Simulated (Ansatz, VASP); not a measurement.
WAu: VASP beside Ansatz

```
W Au
1.0
     0.00000    2.90921    2.90921
     2.90921    0.00000    2.90921
     2.90921    2.90921    0.00000
W Au
1 1
Cartesian
  0.0000 0.0000 0.0000
  1.4546 1.4546 1.4546
```

Change from the starting cell: species swapped into the CdSe type (F-43m, No. 216).

Alike in both runs: functional PBE; k mesh 16 × 16 × 16; occupations gaussian, width 0.1 eV; no spin polarisation.

Ansatz relaxed the structure, and its values are those at the end. VASP's run is a single point on that final structure, the one shown.

```csv
,VASP,Ansatz
version,VASP 6.6.1,Ansatz 0.2.0
potentials or method,"VASP PAW PBE potentials, release 64 (W_sv, Au)","scalar-relativistic, plane waves, PAW"
plane-wave cutoff (eV),520,420
valence electrons in the cell,25,33
```

|  | VASP | Ansatz | Ansatz less VASP |
| --- | --- | --- | --- |
| gap on the k mesh at the Fermi level (eV) | none | none | - |
| pressure (GPa) | 0.0 | 0.0 | -0.03 |

A gap of «none» marks a metal or a gap that the smearing closes. The two sets of potentials don't hold the same shells in valence.

Spin-orbit coupling is left out, which matters for the levels of Au, W.
